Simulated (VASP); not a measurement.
Shape and ions are relaxed at each volume.

Energy against volume of AlN (wurtzite). Level of theory: MS2 meta-GGA, VASP's PBE PAW potentials (set 64) (plane waves; VASP 6.6.1).

```json
[
 {"V (Å³/atom)": "9.735", "E (eV/atom)": "-10.50064"},
 {"V (Å³/atom)": "10.045", "E (eV/atom)": "-10.52190"},
 {"V (Å³/atom)": "10.356", "E (eV/atom)": "-10.52890"},
 {"V (Å³/atom)": "10.667", "E (eV/atom)": "-10.52360"},
 {"V (Å³/atom)": "10.977", "E (eV/atom)": "-10.50768"}
]
```

**Question.** Fit a third-order Birch-Murnaghan equation of state.

**Answer.** 
```yaml
volume_per_atom: 10.37 Å³/atom
bulk_modulus: 210 GPa
pressure_derivative_of_the_bulk_modulus: 3.90
```

Measured: bulk modulus 208 GPa (computed value off by +0.9 %), as given by J. Phys. Chem. B 108, 11506, doi 10.1021/jp048396e, abstract (bulk AlN value quoted). The calculation is for a static lattice, while the measured bulk modulus holds thermal and zero-point effects, which are part of the difference.

The compound is AlN in the wurtzite structure. It was relaxed first.
